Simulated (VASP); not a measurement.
# ScF3 (Pm-3m) in VASP: a series of runs

Runs on ScF3. Level: LDA. Tasks: relaxation of cell and atoms.

All numbers are computed with VASP 6.6.1; they aren't measurements. Logs are shortened: lines on timing, memory, paths and dates and some standing lists are left out, and cuts for length are marked.

## (1) The crystal as given

It takes space group Pm-3m (No. 221, cubic). The conventional cell has a = 4.012 Å, b = 4.012 Å, c = 4.012 Å, α = 90.00°, β = 90.00°, γ = 90.00°. Sc (site symmetry m-3m) has 6 F at 2.01 Å as nearest neighbours. Around F (site symmetry 4/mmm) lie 2 Sc at 2.01 Å.

## (2) Relaxation of cell and atoms, LDA

Input file INCAR:

```
SYSTEM = ScF3
PREC = Accurate
ENCUT = 520
EDIFF = 1E-7
ISMEAR = 0
SIGMA = 0.02
LREAL = .FALSE.
LASPH = .TRUE.
NELM = 60
ALGO = Fast
ISIF = 3
LWAVE = .FALSE.
LCHARG = .FALSE.
GGA = CA
IBRION = 2
NSW = 80
EDIFFG = -0.002
```

Input file KPOINTS:

```
Automatic mesh
0
G
  8 8 8
  0 0 0
```

Input file POSCAR:

```
ScF3
1.0
    4.0124500000      0.0000000000      0.0000000000
    0.0000000000      4.0124500000      0.0000000000
    0.0000000000      0.0000000000      4.0124500000
Sc F
1 3
Direct
    0.0000000000      0.0000000000      0.0000000000
    0.5000000000      0.0000000000      0.0000000000
    0.0000000000      0.5000000000      0.0000000000
    0.0000000000      0.0000000000      0.5000000000
```

Potentials or basis: VASP PAW LDA potentials, release 64 (Sc_sv, F).

The run is started by

```sh
> cat potpaw_LDA.64/Sc_sv/POTCAR potpaw_LDA.64/F/POTCAR > POTCAR
> mpirun -np 1 vasp_std > vasp.out
```

OUTCAR:

```text
SYSTEM = ScF3
   PREC = Accurate
   ENCUT = 520
   EDIFF = 1E-7
   ISMEAR = 0
   LREAL = .FALSE.
   LASPH = .TRUE.
   NELM = 60
   ISIF = 3
   GGA = CA
   IBRION = 2
   NSW = 80
   EDIFFG = -0.002

 ion  position               nearest neighbor table
   1  0.000  0.000  0.000-   2 2.01   3 2.01   4 2.01   4 2.01   3 2.01   2 2.01
   2  0.500  0.000  0.000-   1 2.01   1 2.01
   3  0.000  0.500  0.000-   1 2.01   1 2.01
   4  0.000  0.000  0.500-   1 2.01   1 2.01

  LATTYP: Found a simple cubic cell.
 ALAT       =     4.0124500000

  Lattice vectors:

 A1 = (   4.0124500000,   0.0000000000,   0.0000000000)
 A2 = (   0.0000000000,   4.0124500000,   0.0000000000)
 A3 = (   0.0000000000,   0.0000000000,   4.0124500000)

Analysis of symmetry for initial positions (statically):
=====================================================================
 Subroutine PRICEL returns:
 Original cell was already a primitive cell.

 Routine SETGRP: Setting up the symmetry group for a
 simple cubic supercell.

 Subroutine GETGRP returns: Found 48 space group operations
 (whereof 48 operations were pure point group operations)
 out of a pool of 48 trial point group operations.

The static configuration has the point symmetry O_h .

Analysis of symmetry for dynamics (positions and initial velocities):
=====================================================================
 Subroutine PRICEL returns:
 Original cell was already a primitive cell.

 Routine SETGRP: Setting up the symmetry group for a
 simple cubic supercell.

 Subroutine GETGRP returns: Found 48 space group operations
 (whereof 48 operations were pure point group operations)
 out of a pool of 48 trial point group operations.

The dynamic configuration has the point symmetry O_h .

 Subroutine INISYM returns: Found 48 space group operations
 (whereof 48 operations are pure point group operations),
 and found     1 'primitive' translations

----------------------------------------------------------------------------------------

                                     Primitive cell

  volume of cell :      64.5995

  direct lattice vectors                    reciprocal lattice vectors
     4.012450000  0.000000000  0.000000000     0.249224289  0.000000000  0.000000000
     0.000000000  4.012450000  0.000000000     0.000000000  0.249224289  0.000000000
     0.000000000  0.000000000  4.012450000     0.000000000  0.000000000  0.249224289

  length of vectors
     4.012450000  4.012450000  4.012450000     0.249224289  0.249224289  0.249224289

  position of ions in fractional coordinates (direct lattice)
     0.000000000  0.000000000  0.000000000
     0.500000000  0.000000000  0.000000000
     0.000000000  0.500000000  0.000000000
     0.000000000  0.000000000  0.500000000

  ion indices of the primitive-cell ions
   primitive index   ion index
                 1           1
                 2           2
                 3           3
                 4           4

----------------------------------------------------------------------------------------

 KPOINTS: Automatic mesh

Automatic generation of k-mesh.
 Grid dimensions read from file:
 generate k-points for:    8    8    8

 Generating k-lattice:

  Cartesian coordinates                     Fractional coordinates (reciprocal lattice)
     0.031153036  0.000000000  0.000000000     0.125000000  0.000000000  0.000000000
     0.000000000  0.031153036  0.000000000     0.000000000  0.125000000  0.000000000
     0.000000000  0.000000000  0.031153036     0.000000000  0.000000000  0.125000000

  Length of vectors
     0.031153036  0.031153036  0.031153036

  Shift w.r.t. Gamma in fractional coordinates (k-lattice)
     0.000000000  0.000000000  0.000000000

 Subroutine IBZKPT returns following result:
 ===========================================

 Found     35 irreducible k-points:

 Following reciprocal coordinates:
            Coordinates               Weight
  0.000000  0.000000  0.000000      1.000000
  0.125000  0.000000  0.000000      6.000000
  0.250000  0.000000  0.000000      6.000000
  0.375000  0.000000  0.000000      6.000000
  0.500000  0.000000  0.000000      3.000000
  0.125000  0.125000  0.000000     12.000000
[... 16 lines left out ...]
  0.375000  0.375000  0.125000     24.000000
  0.500000  0.375000  0.125000     24.000000
 [... further k-points ...]
   k-points           NKPTS =     35   k-points in BZ     NKDIM =     35   number of bands    NBANDS=     20
   number of dos      NEDOS =    301   number of ions     NIONS =      4
   total plane-waves  NPLWV =  27000
   dimension x,y,z NGX =    30 NGY =   30 NGZ =   30
   dimension x,y,z NGXF=    60 NGYF=   60 NGZF=   60
   ions per type =               1   3
   NGX,Y,Z   is equivalent  to a cutoff of  12.43, 12.43, 12.43 a.u.
   NGXF,Y,Z  is equivalent  to a cutoff of  24.86, 24.86, 24.86 a.u.
 SYSTEM =  ScF3
   PREC   = accura    normal or accurate (medium, high low for compatibility)
   ISTART =      0    job   : 0-new  1-cont  2-samecut
   ICHARG =      2    charge: 1-file 2-atom 10-const
   ISPIN  =      1    spin polarized calculation?
   LNONCOLLINEAR =      F non collinear calculations
   LSORBIT =      F    spin-orbit coupling
   LASPH  =      T    aspherical Exc in radial PAW
   ENCUT  =  520.0 eV  38.22 Ry    6.18 a.u.   7.46  7.46  7.46*2*pi/ulx,y,z
   NELM   =     60;   NELMIN=  2; NELMDL= -5     # of ELM steps
   EDIFF  = 0.1E-06   stopping-criterion for ELM
   LREAL  =      F    real-space projection
   EDIFFG = -.2E-02   stopping-criterion for IOM
   NSW    =     80    number of steps for IOM
   IBRION =      2    ionic relax: 0-MD 1-quasi-New 2-CG
   NFREE  =      1    steps in history (QN), initial steepest desc. (CG)
   ISIF   =      3    stress and relaxation
   ISYM   =      2    0-nonsym 1-usesym 2-fastsym
   POTIM  = 0.5000    time-step for ionic-motion
   TEBEG  =    0.0;   TEEND  =   0.0 temperature during run
   PSTRESS=    0.0 pullay stress
   NELECT =      32.0000    total number of electrons
   NUPDOWN=      -1.0000    fix difference up-down
   EMIN   =  10.00;   EMAX   =-10.00  energy-range for DOS
   EFERMI =   0.00;   METHOD = LEGACY
   ISMEAR =     0;   SIGMA  =   0.02  broadening in eV -4-tet -1-fermi 0-gaus
   EFERMI_NEDOS =   21; number of points for ismear=-14 and -15
   IALGO  =     68    algorithm
   IMIX   =      4    mixing-type and parameters
     AMIX     =   0.40;   BMIX     =  1.00
     AMIX_MAG =   1.60;   BMIX_MAG =  1.00
  volume/ion in A,a.u.               =      16.15       108.98
  Fermi-wavevector in a.u.,A,eV,Ry     =   1.295334  2.447827 22.829091  1.677891
  Thomas-Fermi vector in A             =   2.426861
   LORBIT       =      0    0 simple, 1 ext, 2 COOP (PROOUT), +10 PAW based schemes
   GGA     = CA    functional components
   LHFCALC =     F    Hartree Fock is set to
   AEXX    =    0.0000 exact exchange contribution
   IVDW    =     0    specifies the selected vdW correction
   LEPSILON=     F    determine dielectric tensor
   LRPA    =     F    only Hartree local field effects (RPA)
 conjugate gradient relaxation of ions
 non-spin polarized calculation
 RMM-DIIS sequential band-by-band and
 Gauss-broadening in eV      SIGMA  =   0.02
  energy-cutoff  :      520.00
  volume of cell :       64.60
 maximum number of plane-waves:      1763
 NGX is ok and might be reduce to    30
   NGX = 15   NGY = 15   NGZ = 15

--------------------------------------- Ionic step        1  -------------------------------------------

 number of electron      31.9999963 magnetization

 Free energy of the ion-electron system (eV)
  ---------------------------------------------------
  ext. energy  EPLUGINS =         0.00000000
  ---------------------------------------------------
  free energy    TOTEN  =       -29.57937499 eV

  energy without entropy =      -29.57937499  energy(sigma->0) =      -29.57937499

------------------------ aborting loop because EDIFF is reached ----------------------------------------

  FORCE on cell =-STRESS in cart. coord.  units (eV):
  Direction    XX          YY          ZZ          XY          YZ          ZX
  --------------------------------------------------------------------------------------
  -------------------------------------------------------------------------------------
  Total       -0.9412042     -0.9412042     -0.9412042      0.0000000     -0.0000000      0.0000000
  in kB      -23.3434773    -23.3434773    -23.3434773      0.0000000     -0.0000000      0.0000000
  external PRESSURE =     -23.3434773 kB  Pullay stress =       0.0000000 kB
[... 61 lines left out ...]
  energy  without entropy=      -29.5869083083  energy(sigma->0) =      -29.58690831

--------------------------------------- Ionic step        3  -------------------------------------------

 number of electron      31.9999968 magnetization

 Free energy of the ion-electron system (eV)
  ---------------------------------------------------
  ext. energy  EPLUGINS =         0.00000000
  ---------------------------------------------------
  free energy    TOTEN  =       -29.58990744 eV

  energy without entropy =      -29.58990744  energy(sigma->0) =      -29.58990744

 E-fermi :  -3.6124     XC(G=0):  -8.9731

 val. band max:       -3.7593651036   @ k =   0.5000   0.5000   0.5000
 cond. band min:       2.5375842563   @ k =   0.0000   0.0000   0.0000
 fundamental gap:      6.2969493599
 Fermi energy:        -3.6123518381

 k-point     1 :       0.0000    0.0000    0.0000
  band No.  band energies     occupation
      1     -48.8865      2.00000
      2     -27.9465      2.00000
      3     -27.9465      2.00000
      4     -27.9465      2.00000
      5     -23.4624      2.00000
      6     -23.1773      2.00000
[... 12 lines left out ...]
     19       2.5377      0.00000
[... 513 lines left out ...]
      4     -28.0181      2.00000
      5     -23.1093      2.00000
      6     -22.4039      2.00000
[... 12 lines left out ...]
     19       4.1160      0.00000
     20       5.4113      0.00000

 [... further k-points ...]
[... 5 lines left out ...]
  --------------------------------------------------------------------------------------
  -------------------------------------------------------------------------------------
  Total       -0.0066285     -0.0066285     -0.0066285     -0.0000000      0.0000000     -0.0000000
  in kB       -0.1681148     -0.1681148     -0.1681148     -0.0000000      0.0000000     -0.0000000
  external PRESSURE =      -0.1681148 kB  Pullay stress =       0.0000000 kB
[... 19 lines left out ...]
  FREE ENERGIE OF THE ION-ELECTRON SYSTEM (eV)
  ---------------------------------------------------
  free  energy   TOTEN  =       -29.5899074412 eV

  energy  without entropy=      -29.5899074412  energy(sigma->0) =      -29.58990744

 reached required accuracy - stopping structural energy minimisation
```

Wall time 49 s (1 thread of Intel Xeon 6975P-C (Granite Rapids), shared host); peak memory 0.17 GiB.

Results:

- Free energy: -29.5899 eV
- Relaxed volume: 15.79 Å³/atom
- Relaxed cell: a = 3.983 Å, b = 3.983 Å, c = 3.983 Å, α = 90.00°, β = 90.00°, γ = 90.00°
- Space group after relaxing (to 0.05 Å): Pm-3m (No. 221)
- Energy gained by relaxing: 2.6 meV/atom
- Ionic steps: 3
- Pressure after relaxing: 0.0 GPa
- Band gap on the k mesh: 6.30 eV, indirect (least direct gap 6.83 eV)

The path:
| step | energy change (eV) | largest force (eV/Å) | pressure (GPa) | volume (Å³) |
| --- | --- | --- | --- | --- |
| 1 | 0.0000 | 0.0000 | -2.33 | 64.60 |
| 2 | -0.0075 | 0.0000 | 1.32 | 62.42 |
| 3 | -0.0105 | 0.0000 | -0.02 | 63.17 |

Final structure:
```
Sc F
1.0
     3.98267    0.00000    0.00000
     0.00000    3.98267    0.00000
     0.00000    0.00000    3.98267
Sc F
1 3
Direct
  0.00000 0.00000 0.00000
  0.50000 0.00000 0.00000
  0.00000 0.50000 0.00000
  0.00000 0.00000 0.50000
```

## (3) Relaxation of cell and atoms, LDA

This run uses another cell than the first one, of 15.79 Å³/atom, 0.978 times its volume.

INCAR is that of step 2.

KPOINTS is that of step 2.

Input file POSCAR:

```
ScF3                                    
1.0
    3.9826673987     -0.0000000000      0.0000000000
    0.0000000000      3.9826673987     -0.0000000000
   -0.0000000000     -0.0000000000      3.9826673987
  Sc              F             
     1     3
Direct
     0.0000000000000000    0.0000000000000000    0.0000000000000000
     0.5000000000000000    0.0000000000000000    0.0000000000000000
     0.0000000000000000    0.5000000000000000    0.0000000000000000
     0.0000000000000000    0.0000000000000000    0.5000000000000000
```

Potentials or basis: VASP PAW LDA potentials, release 64 (Sc_sv, F).

The run is started by

```sh
> cat potpaw_LDA.64/Sc_sv/POTCAR potpaw_LDA.64/F/POTCAR > POTCAR
> mpirun -np 1 vasp_std > vasp.out
```

Run time: 37 s. Hardware: 1 thread of Intel Xeon 6975P-C (Granite Rapids), shared host; peak memory 0.17 GiB.

It converged, with:

| Property | Result |
| --- | --- |
| Free energy | -29.5873 eV |
| Relaxed volume | 15.79 Å³/atom |
| Relaxed cell | a = 3.982 Å, b = 3.982 Å, c = 3.982 Å, α = 90.00°, β = 90.00°, γ = 90.00° |
| Space group after relaxing (to 0.05 Å) | Pm-3m (No. 221) |
| Energy gained by relaxing | 0.0 meV/atom |
| Ionic steps | 3 |
| Pressure after relaxing | 0.0 GPa |
| Band gap on the k mesh | 6.30 eV, indirect (least direct gap 6.83 eV) |

Final structure:
```
Sc F
1.0
     3.98226    0.00000    0.00000
     0.00000    3.98226    0.00000
     0.00000    0.00000    3.98226
Sc F
1 3
Direct
  0.00000 0.00000 0.00000
  0.50000 0.00000 0.00000
  0.00000 0.50000 0.00000
  0.00000 0.00000 0.50000
```

Levels at points of the mesh, in eV from the valence-band top:
| k point | band 12 | band 13 | band 14 | band 15 | band 16 | band 17 | band 18 | band 19 | band 20 |
| --- | --- | --- | --- | --- | --- | --- | --- | --- | --- |
| (0.00, 0.00, 0.00) | -0.61 | -0.61 | -0.53 | -0.53 | -0.53 | 6.30 | 6.30 | 6.30 | 7.66 |
| (0.50, 0.00, 0.00) | -1.22 | -1.22 | -0.74 | -0.55 | -0.55 | 6.34 | 7.26 | 7.26 | 8.20 |
| (0.50, 0.50, 0.00) | -1.20 | -1.20 | -1.00 | -1.00 | -0.01 | 7.30 | 7.30 | 7.98 | 8.88 |
| (0.50, 0.50, 0.50) | -2.39 | -2.39 | 0.00 | 0.00 | 0.00 | 8.03 | 8.03 | 8.03 | 11.07 |

A k mesh can miss the band edges.
